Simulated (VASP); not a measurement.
# A VASP study of CdPbO2 (revPBE): structure first, properties next, part 3 of 6

Aim: relax CdPbO2, then compute properties on the relaxed cell. The cell is invented: it takes the structure of COD entry 9008633, EuO (space group 225 there), with some of its atoms replaced by other elements, volume scaled by an estimate. It may not be a known or stable phase. The atoms of the start are displaced at random from the sites of a R-3m cell.

VASP 6.6.1; revPBE; plane waves and PAW (Pb_d, Cd, O); invented cell.

So far, gap on the k-mesh (eV): step 2 (rough relaxation of the start cell) 0.554; step 3 (full relaxation (revPBE)) 0.538.

## 4. Density, ELF and potential (revPBE)

The relaxed cell gets a fresh self-consistent run, on a basis set for its own volume, to fix the density and to check the remaining stress.

INCAR

```
SYSTEM = CdPbO2
PREC = Accurate
ENCUT = 520
EDIFF = 1E-06
NELM = 100
ISMEAR = -1
SIGMA = 0.05
LREAL = .FALSE.
ALGO = Normal
GGA = RE
NBANDS = 25
LORBIT = 11
LWAVE = .FALSE.
LCHARG = .TRUE.
ISIF = 2
LELF = .TRUE.
LVHAR = .TRUE.
```

POSCAR

```
CdPbO2
1.0
    3.0985697600     -1.7901685800      0.0000000000
    3.0985697600      1.7901685800      0.0000000000
   -2.0630447900      0.0000000000      5.8541862400
Pb Cd O
1 1 2
Direct
    0.4981870620      0.5018129380      0.5000000000
    0.0000853920      0.9999146080      0.0000000000
    0.7416981740      0.7427466730      0.2244488730
    0.2572533270      0.2583018260      0.7755511270
```

KPOINTS

```
Automatic mesh
0
Gamma
7 7 4
0 0 0
```

The projector-augmented-wave data sets are Pb_d, Cd and O (PBE family, release 64).

The cell reached was symmetrised within 0.01 Å before this step, which raises the operations from 1 to 2, which the run then keeps.

Command:

```bash
> mpirun -np 2 vasp_std
```

The log of the run:

```text
[banner, memory and clock lines left out]
running    2 mpi-ranks, on    1 nodes
 distrk:  each k-point on    2 cores,    1 groups
 distr:  one band on    1 cores,    2 groups

 POSCAR found type information on POSCAR PbCdO
 POSCAR found :  3 types and       4 ions
 [... a notice as in an earlier step ...]

 LDA part: xc-table for (Slater+PW92), standard interpolation
|                                                                             |
|           W    W    AA    RRRRR   N    N  II  N    N   GGGG   !!!           |
|           W    W   A  A   R    R  NN   N  II  NN   N  G    G  !!!           |
|           W    W  A    A  R    R  N N  N  II  N N  N  G       !!!           |
|           W WW W  AAAAAA  RRRRR   N  N N  II  N  N N  G  GGG   !            |
|           WW  WW  A    A  R   R   N   NN  II  N   NN  G    G                |
|           W    W  A    A  R    R  N    N  II  N    N   GGGG   !!!           |
|                                                                             |
|     The number of bands has been changed from the values supplied in        |
|     The orbitals not found in the WAVECAR file will be initialized with     |
|     random numbers, which is usually adequate. For correlated               |
|     calculations, however, you should redo the groundstate calculation.     |
|     I found NBANDS = 25. Now, NBANDS = 26.                                  |
|                                                                             |

 POSCAR, INCAR and KPOINTS ok, starting setup
 FFT: planning ... GRIDC
 FFT: planning ... GRID_SOFT
 FFT: planning ... GRID
 WAVECAR not read
 entering main loop
       N       E                     dE             d eps       ncg     rms          rms(c)
DAV:   1     0.398720045781E+03    0.39872E+03   -0.20137E+04  3136   0.169E+03
DAV:   2     0.168828758890E+02   -0.38184E+03   -0.36541E+03  3396   0.442E+02
DAV:   3    -0.196790573420E+02   -0.36562E+02   -0.35862E+02  3744   0.144E+02
DAV:   4    -0.208100691580E+02   -0.11310E+01   -0.11265E+01  3564   0.265E+01
DAV:   5    -0.208359392902E+02   -0.25870E-01   -0.25864E-01  3486   0.427E+00    0.127E+01
DAV:   6    -0.169258786028E+02    0.39101E+01   -0.20291E+01  4674   0.469E+01    0.924E+00
DAV:   7    -0.166892357653E+02    0.23664E+00   -0.27083E+00  3194   0.150E+01    0.422E+00
DAV:   8    -0.166740580257E+02    0.15178E-01   -0.51705E-01  3308   0.499E+00    0.132E+00
DAV:   9    -0.166649854306E+02    0.90726E-02   -0.38570E-02  4228   0.183E+00    0.338E-01
DAV:  10    -0.166648415201E+02    0.14391E-03   -0.70913E-03  3212   0.640E-01    0.108E-01
DAV:  11    -0.166652943275E+02   -0.45281E-03   -0.10572E-03  3316   0.209E-01    0.678E-02
DAV:  12    -0.166652544456E+02    0.39882E-04   -0.11233E-04  3946   0.776E-02    0.189E-02
DAV:  13    -0.166652545843E+02   -0.13871E-06   -0.99328E-06  3324   0.274E-02
   1 F= -.16665255E+02 E0= -.16665046E+02  d E =-.416555E-03
```

Run time: 27 s. Hardware: 2 MPI ranks of Intel Xeon 6975P-C (Granite Rapids), shared host; peak memory 0.4 GiB.

Parts of OUTCAR (step 4):

```text
  LATTYP: Found a base centered monoclinic cell.
 ALAT       =     6.1971395200
 B/A-ratio  =     0.5777402862
 C/A-ratio  =     1.0016015503
 COS(beta)  =    -0.3323704423

 Subroutine GETGRP returns: Found  2 space group operations
 (whereof  2 operations were pure point group operations)

The static configuration has the point symmetry C_2 .

 Found     60 irreducible k-points:

   k-points           NKPTS =     60   k-points in BZ     NKDIM =     60   number of bands    NBANDS=     26

   dimension x,y,z NGX =    28 NGY =   28 NGZ =   48
   dimension x,y,z NGXF=    56 NGYF=   56 NGZF=   96

   ENCUT  =  520.0 eV  38.22 Ry    6.18 a.u.   6.65  6.65 11.54*2*pi/ulx,y,z

   NELECT =      38.0000    total number of electrons

 E-fermi :   4.4475

 k-point     1 :       0.0000    0.0000    0.0000
  band No.  band energies     occupation
    ...
     15       2.3177      2.00000
     16       2.5264      2.00000
     17       2.5291      2.00000
     18       3.2184      2.00000
     19       3.2258      2.00000
     20       6.1139      0.00000
     21       7.9353      0.00000
     22      11.1958      0.00000
     23      11.1985      0.00000
     24      15.9633      0.00000
    ...

 k-point     2 :       0.1429    0.0000    0.0000
  band No.  band energies     occupation
    ...
     15       2.1865      2.00000
     16       2.4906      2.00000
     17       2.5580      2.00000
     18       3.0717      2.00000
     19       3.2969      2.00000
     20       6.9067      0.00000
     21       7.5107      0.00000
     22      10.2286      0.00000
     23      11.1008      0.00000
     24      14.2123      0.00000
    ...

  Total       -0.0090971      0.0043963     -0.0060162      0.0000000      0.0000000      0.0048101
  in kB       -0.2244202      0.1084546     -0.1484174      0.0000000      0.0000000      0.1186632
  external PRESSURE =      -0.0881277 kB  Pullay stress =       0.0000000 kB

  energy-cutoff  :      520.00
  volume of cell :       64.95
      direct lattice vectors                 reciprocal lattice vectors
     3.098569760 -1.790168580  0.000000000     0.161364771 -0.279303304  0.056865760
     3.098569760  1.790168580  0.000000000     0.161364771  0.279303304  0.056865760
    -2.063044790  0.000000000  5.854186240     0.000000000  0.000000000  0.170817934

 POSITION                                       TOTAL-FORCE (eV/Angst)
 -----------------------------------------------------------------------------------
      2.06705      0.00649      2.92709         0.000000     -0.003471      0.000000
      3.09857      1.78986      0.00000         0.000000      0.008207      0.000000
      4.13661      0.00188      1.31397        -0.009719     -0.002368     -0.000618
     -0.00251      0.00188      4.54022         0.009719     -0.002368      0.000618
 -----------------------------------------------------------------------------------
    total drift:                                0.000000     -0.000034     -0.000000

  FREE ENERGIE OF THE ION-ELECTRON SYSTEM (eV)
  ---------------------------------------------------
  free  energy   TOTEN  =       -16.6652545843 eV

  energy  without entropy=      -16.6648380293  energy(sigma->0) =      -16.66504631

 total charge
# of ion       s       p       d       tot
------------------------------------------
    1        1.511   0.449   9.864  11.824
    2        0.324   0.207   9.629  10.160
    3        1.582   3.310   0.000   4.892
    4        1.582   3.310   0.000   4.892
--------------------------------------------------
tot          4.999   7.276  19.494  31.769

[... 7 further parts left out ...]
```

This step gave:

```
SCF cycles                     : 13
bands                          : 26
irreducible k-points           : 60
symmetry operations            : 2
Fermi energy                   : 4.447 eV
pressure                       : -0.008813 GPa
valence top at k               : -0.2857, 0.1429, 0
conduction bottom at k         : 0, 0, 0.5
least direct gap at k          : 0, 0, 0.5
gap on the k-mesh              : 0.3856 eV
least direct gap on the k-mesh : 0.6562 eV
```

Valence electrons inside each PAW sphere by angular momentum. Sphere charges, by row:

```csv
atom,s (e),p (e),d (e),tot (e)
Pb1,1.511,0.449,9.864,11.82
Cd2,0.324,0.207,9.629,10.16
O3,1.582,3.31,0,4.892
O4,1.582,3.31,0,4.892
```

ELF in the ac plane at fractional y = 0.258, with atoms of O within 0.2 Å of it. It is the smooth field of the valence electrons, not physical close to the nuclei.

Ten even steps from '0' (0.03) to '9' (0.82), each cell a mean:
```
11124431012222
11367863111221
14799995201111
48998997310001
79966898310002
89866996300013
89999983100013
69999741112112
46886421233211
13432124555421
11111245555532
10002355555542
00013455555542
00013455555431
00012455554320
00001233332100
00000112211000
00000001000000
00000000000000
10000000000011
11000000000111
21100000001222
21100000012222
21000100012222
```
Columns run along a (3.6 Å), rows up along c (6.2 Å). Atoms in or near the plane, at fractional coordinates: O at (0.26, 0.78).

Electrostatic potential energy in the ac plane at fractional y = 0.258, with atoms of O within 0.2 Å of it. With pseudopotentials it is smooth inside the atoms' cores, unlike the true potential.

Ten even steps from '0' (-46 eV) to '9' (3 eV), each cell a mean:
```
88999999987777
89999999988778
99987799998888
99610179999999
97200069999999
96000179999999
97202699999999
99767999999999
99999999888899
99999987555789
99999874223588
99999852002578
99998741002689
99998742124789
99998864457899
99999887788999
99999998999999
99999999999999
99999999999999
89999999999998
88999999999887
78899999998777
78899999987777
78999999987777
```
Columns run along a (3.6 Å; values clipped at the 3rd and 97th percentile), rows up along c (6.2 Å). Atoms in or near the plane, at fractional coordinates: O at (0.26, 0.78).

Valence density in the ac plane at fractional y = 0.258, with atoms of O within 0.2 Å of it. It is the smooth field of the valence electrons, not physical close to the nuclei.

Values in e/Å³, 24 rows by 14 columns, each cell a mean:
```
0.4 0.3 0.2 0.2 0.2 0.2 0.2 0.2 0.2 0.3 0.5 0.8 0.9 0.8
0.3 0.2 0.3 0.4 0.5 0.5 0.4 0.3 0.2 0.2 0.3 0.5 0.5 0.4
0.2 0.3 0.6 1.1 1.5 1.3 0.8 0.4 0.2 0.2 0.2 0.2 0.2 0.2
0.3 0.8 1.9 3.7 4.5 3.3 1.6 0.5 0.3 0.2 0.1 0.1 0.1 0.2
0.5 1.4 3.6 6.4 6.7 4.5 1.9 0.5 0.2 0.1 0.1 0.1 0.1 0.2
0.6 1.9 4.5 6.9 6.5 3.8 1.5 0.4 0.2 0.1 0.1 0.1 0.1 0.2
0.6 1.5 3.2 4.3 3.4 1.8 0.7 0.3 0.1 0.1 0.1 0.1 0.1 0.2
0.5 0.9 1.5 1.7 1.3 0.7 0.4 0.2 0.2 0.2 0.2 0.2 0.2 0.2
0.3 0.4 0.6 0.6 0.5 0.3 0.2 0.2 0.3 0.3 0.3 0.3 0.2 0.2
0.2 0.2 0.2 0.2 0.2 0.2 0.3 0.4 0.6 0.8 0.7 0.5 0.3 0.2
0.1 0.1 0.1 0.1 0.2 0.2 0.4 0.8 1.2 1.4 1.1 0.6 0.4 0.2
0.1 0.1 0.1 0.1 0.2 0.3 0.7 1.3 1.8 1.8 1.4 0.7 0.4 0.2
0.1 0.1 0.1 0.1 0.2 0.4 0.9 1.6 2.0 1.8 1.2 0.6 0.3 0.1
0.1 0.0 0.1 0.1 0.2 0.4 0.8 1.4 1.5 1.3 0.8 0.4 0.2 0.1
0.0 0.0 0.1 0.1 0.2 0.3 0.6 0.9 0.9 0.7 0.4 0.2 0.1 0.1
0.1 0.1 0.1 0.1 0.1 0.2 0.3 0.4 0.4 0.3 0.2 0.1 0.1 0.1
0.1 0.1 0.1 0.1 0.1 0.1 0.2 0.2 0.2 0.2 0.1 0.1 0.1 0.1
0.1 0.1 0.1 0.1 0.1 0.1 0.1 0.1 0.1 0.1 0.1 0.1 0.1 0.1
0.1 0.1 0.1 0.1 0.1 0.1 0.1 0.1 0.1 0.1 0.1 0.1 0.1 0.1
0.2 0.2 0.1 0.1 0.1 0.1 0.1 0.1 0.1 0.1 0.1 0.2 0.2 0.2
0.4 0.3 0.2 0.1 0.1 0.0 0.0 0.0 0.1 0.1 0.2 0.3 0.4 0.4
0.7 0.4 0.2 0.1 0.1 0.0 0.0 0.1 0.1 0.1 0.3 0.5 0.8 0.9
0.8 0.4 0.2 0.1 0.1 0.1 0.1 0.1 0.1 0.2 0.4 0.9 1.2 1.3
0.7 0.4 0.2 0.1 0.1 0.1 0.1 0.1 0.1 0.3 0.5 1.0 1.3 1.2
```
Columns run along a (3.6 Å), rows up along c (6.2 Å). Atoms in or near the plane, at fractional coordinates: O at (0.26, 0.78).

The pressure is -0.01 GPa and the largest force 0.010 eV/Å.

## 5. Bands along the symmetry lines (revPBE)

Levels along the symmetry lines show where the bands peak and cross; KPOINTS_OPT computes them in the converged potential.

INCAR

```
SYSTEM = CdPbO2
PREC = Accurate
ENCUT = 520
EDIFF = 1E-06
NELM = 100
ISMEAR = -1
SIGMA = 0.05
LREAL = .FALSE.
ALGO = Normal
GGA = RE
NBANDS = 33
LORBIT = 11
LWAVE = .FALSE.
LCHARG = .FALSE.
KPAR = 2
```

POSCAR is that of step 4.

KPOINTS is that of step 4.

KPOINTS_OPT

```
Line mode
16
Line-mode
Reciprocal
  0.00000000   0.00000000   0.00000000 GAMMA
 -0.50000000  -0.50000000   0.00000000 Y

 -0.50000000  -0.50000000   0.00000000 Y
 -0.53116780  -0.53116780   0.18784894 F

 -0.53116780  -0.53116780   0.18784894 F
 -0.50000000  -0.50000000   0.50000000 L

 -0.50000000  -0.50000000   0.50000000 L
 -0.68732045  -0.31267955   0.50000000 I

 -0.31267955   0.31267955   0.50000000 I1
  0.00000000   0.00000000   0.50000000 Z

  0.00000000   0.00000000   0.50000000 Z
 -0.46883220  -0.46883220   0.81215106 F1

 -0.50000000  -0.50000000   0.00000000 Y
 -0.65619094  -0.34380906   0.00000000 X1

 -0.34380906   0.34380906   0.00000000 X
  0.00000000   0.00000000   0.00000000 GAMMA

  0.00000000   0.00000000   0.00000000 GAMMA
 -0.50000000   0.00000000   0.00000000 N

 -0.50000000   0.00000000   0.50000000 M
  0.00000000   0.00000000   0.00000000 GAMMA
```

Command:

```bash
> mpirun -np 2 vasp_std
```

The log of the run:

```text
[... set-up lines as in an earlier step ...]
 entering main loop
       N       E                     dE             d eps       ncg     rms          rms(c)
DAV:   1     0.400565556525E+03    0.40057E+03   -0.19134E+04  4024   0.133E+03
DAV:   2     0.163389297472E+02   -0.38423E+03   -0.35531E+03  4142   0.380E+02
DAV:   3    -0.198586472309E+02   -0.36198E+02   -0.35555E+02  4714   0.123E+02
DAV:   4    -0.208136406332E+02   -0.95499E+00   -0.95335E+00  4700   0.203E+01
DAV:   5    -0.208362200243E+02   -0.22579E-01   -0.22577E-01  5159   0.332E+00    0.127E+01
DAV:   6    -0.169536648969E+02    0.38826E+01   -0.15473E+01  6214   0.370E+01    0.929E+00
DAV:   7    -0.166936465602E+02    0.26002E+00   -0.23280E+00  4655   0.117E+01    0.419E+00
DAV:   8    -0.166676674840E+02    0.25979E-01   -0.39810E-01  4386   0.365E+00    0.121E+00
DAV:   9    -0.166651767925E+02    0.24907E-02   -0.20422E-02  5424   0.116E+00    0.329E-01
DAV:  10    -0.166648089910E+02    0.36780E-03   -0.50297E-03  4642   0.472E-01    0.107E-01
DAV:  11    -0.166652810384E+02   -0.47205E-03   -0.75011E-04  4459   0.157E-01    0.529E-02
DAV:  12    -0.166652537263E+02    0.27312E-04   -0.50288E-05  4850   0.441E-02    0.137E-02
DAV:  13    -0.166652548150E+02   -0.10887E-05   -0.49247E-06  4707   0.172E-02    0.514E-03
DAV:  14    -0.166652552318E+02   -0.41679E-06   -0.90956E-07  3751   0.621E-03
   1 F= -.16665255E+02 E0= -.16665047E+02  d E =-.415480E-03
 Start KPOINTS_OPT (optional k-point list driver)
k-point batch [1-60\160]
       N       E                     dE             ncg
DAV:   1     0.137376671781E+05   -0.55356E+05     4016
DAV:   2    -0.858580528313E+04   -0.22323E+05     4090
DAV:   3    -0.107165589884E+05   -0.21308E+04     4652
DAV:   4    -0.107782306505E+05   -0.61672E+02     4630
DAV:   5    -0.107796143280E+05   -0.13837E+01     5159
DAV:   6    -0.107796735837E+05   -0.59256E-01     5102
DAV:   7    -0.107796768827E+05   -0.32990E-02     5912
DAV:   8    -0.107796769182E+05   -0.35532E-04     4247
DAV:   9    -0.107796769192E+05   -0.99033E-06     3448
[...]
k-point batch [121-160\160]
       N       E                     dE             ncg
DAV:   1     0.360139138495E+05   -0.14700E+05     2664
DAV:   2     0.211238485080E+05   -0.14890E+05     2722
DAV:   3     0.196957193610E+05   -0.14281E+04     3100
DAV:   4     0.196542700710E+05   -0.41449E+02     3103
DAV:   5     0.196533315935E+05   -0.93848E+00     3391
DAV:   6     0.196532936851E+05   -0.37908E-01     3300
DAV:   7     0.196532913805E+05   -0.23046E-02     3903
DAV:   8     0.196532913608E+05   -0.19658E-04     2716
DAV:   9     0.196532913598E+05   -0.10011E-05     2310
DAV:  10     0.196532913597E+05   -0.99455E-07     2070
```

Run time: 1.8 min. Hardware: 2 MPI ranks; peak memory 0.63 GiB; 3.6 min of CPU time.

Parts of OUTCAR (step 5):

```text
   k-points           NKPTS =     60   k-points in BZ     NKDIM =     60   number of bands    NBANDS=     33

   NELECT =      38.0000    total number of electrons

 E-fermi :   4.4477

 k-point     1 :       0.0000    0.0000    0.0000
  band No.  band energies     occupation
    ...
     15       2.3178      2.00000
     16       2.5264      2.00000
     17       2.5291      2.00000
     18       3.2184      2.00000
     19       3.2259      2.00000
     20       6.1144      0.00000
     21       7.9354      0.00000
     22      11.1959      0.00000
     23      11.1986      0.00000
     24      15.9638      0.00000
    ...

  Total       -0.0062634      0.0072250     -0.0028106      0.0000000      0.0000000      0.0048033
  in kB       -0.1545142      0.1782357     -0.0693363      0.0000000      0.0000000      0.1184947
  external PRESSURE =      -0.0152049 kB  Pullay stress =       0.0000000 kB

 POSITION                                       TOTAL-FORCE (eV/Angst)
 -----------------------------------------------------------------------------------
      2.06705      0.00649      2.92709        -0.000000     -0.003471      0.000000
      3.09857      1.78986      0.00000         0.000000      0.008204      0.000000
      4.13661      0.00188      1.31397        -0.009729     -0.002366     -0.000420
     -0.00251      0.00188      4.54022         0.009729     -0.002366      0.000420
 -----------------------------------------------------------------------------------
    total drift:                                0.000000     -0.000038      0.000000

  FREE ENERGIE OF THE ION-ELECTRON SYSTEM (eV)
  ---------------------------------------------------
  free  energy   TOTEN  =       -16.6652552318 eV

  energy  without entropy=      -16.6648397518  energy(sigma->0) =      -16.66504749

[... 8 parts as in an earlier step ...]

[... 8 further parts left out ...]
```

Within 0.02 Å the cell has space group R-3m; at a tight tolerance a small distortion makes it C2. Spin-orbit coupling is off here; with elements this heavy it splits and shifts levels by tenths of an eV or more.

Numbers from this step:

```yaml
scf_cycles: 14
bands: 33
fermi_energy: 4.448 eV
pressure: -0.001520 GPa
least_gap_on_mesh_and_path: 0.2664 eV
least_direct_gap_on_mesh_and_path: 0.6565 eV
valence_top_at_k: -0.2292, 0.2292, 0
```

The electronic bands at the labelled points (eV, zero at the valence-band top; v1 is the highest filled band, c1 the lowest empty one):

```csv
point,v4,v3,v2,v1,c1,c2,c3,c4
Γ,-1.78,-1.78,-1.09,-1.08,1.81,3.63,6.89,6.89
0.47 of the way,-1.90,-1.60,-1.42,-0.71,1.91,3.88,5.66,6.65
Y,-2.72,-2.22,-1.16,-1.09,1.24,4.66,5.08,5.88
0.47 of the way,-2.70,-2.11,-1.25,-1.11,1.34,4.63,5.08,5.89
F,-2.63,-1.94,-1.43,-1.18,1.66,4.51,5.04,5.93
0.47 of the way,-2.40,-2.27,-1.45,-1.08,2.17,4.20,5.29,6.01
L,-2.81,-2.14,-1.73,-0.79,2.43,4.04,5.92,5.96
0.53 of the way,-3.11,-2.43,-2.08,-0.15,2.75,4.14,4.55,5.74
I,-3.13,-2.09,-1.94,-0.59,3.06,3.09,4.81,5.60
jump to I1,-3.13,-2.09,-1.94,-0.59,3.06,3.09,4.81,5.60
0.47 of the way,-2.38,-1.78,-1.74,-0.44,2.72,3.57,5.26,5.99
Z,-1.60,-1.29,-1.28,-0.39,0.27,6.56,6.87,7.36
0.53 of the way,-2.24,-2.22,-1.12,-0.32,2.13,3.91,5.84,6.58
F1,-2.63,-1.94,-1.43,-1.18,1.66,4.51,5.04,5.93
jump to Y,-2.72,-2.22,-1.16,-1.09,1.24,4.66,5.08,5.88
0.53 of the way,-2.48,-1.91,-1.48,-1.26,2.00,4.23,4.93,5.32
X1,-2.93,-2.29,-1.88,-0.51,3.02,3.15,4.81,5.64
jump to X,-2.93,-2.29,-1.88,-0.51,3.02,3.15,4.81,5.64
0.53 of the way,-2.24,-2.15,-1.33,-0.24,2.40,3.99,5.25,5.79
Γ,-1.78,-1.78,-1.09,-1.08,1.81,3.63,6.89,6.89
0.47 of the way,-1.89,-1.85,-1.42,-0.45,2.68,3.44,5.22,6.59
N,-2.80,-2.14,-1.72,-0.78,2.42,4.06,5.93,5.95
jump to M,-2.71,-2.21,-1.17,-1.08,1.25,4.66,5.10,5.89
0.47 of the way,-2.05,-1.53,-1.37,-0.69,1.68,4.04,5.72,6.53
Γ,-1.78,-1.78,-1.09,-1.08,1.81,3.63,6.89,6.89
```

Of the projections kept (Pb, Cd, O), the largest for each band there; the rest of the weight can lie on other orbitals:

```csv
point,v4,v3,v2,v1,c1,c2,c3,c4
Γ,O 0.96,O 0.96,O 0.87,O 0.86,Pb 0.50,O 0.57,Pb 0.91,Pb 0.91
Y,O 0.88,O 0.44,O 0.87,O 0.87,Pb 0.50,O 0.51,Pb 0.50,Pb 0.83
F,O 0.88,O 0.66,O 0.73,O 0.86,O 0.47,Cd 0.50,O 0.51,Pb 0.82
L,O 0.85,O 0.93,O 0.79,O 0.71,O 0.57,Cd 0.50,O 0.52,Cd 0.44
I,O 0.74,O 0.86,O 0.80,O 0.70,O 0.52,Pb 0.59,Cd 0.51,Pb 0.53
I1,O 0.74,O 0.86,O 0.80,O 0.70,O 0.52,Pb 0.59,Cd 0.51,Pb 0.53
```

The path lowers the gap by 0.12 eV against the mesh alone, so a band edge lies off the mesh.

[end of part 3 of 6]

[Lines on the potential files, build, host, timing and source positions are cut from VASP's logs without a mark.]

[Logs are printed without paths, hosts, clocks, repeated set-up lines and the standing remarks that a program may print on its own settings, such as how far it seeks lower states.]

[Hosts, paths, dates, database ids (printed as entryN), source tags and the programs' standing remarks are cut or masked in the printed files.]

[A measured line is paired with the nearest computed mode of its activity, which favours agreement.]
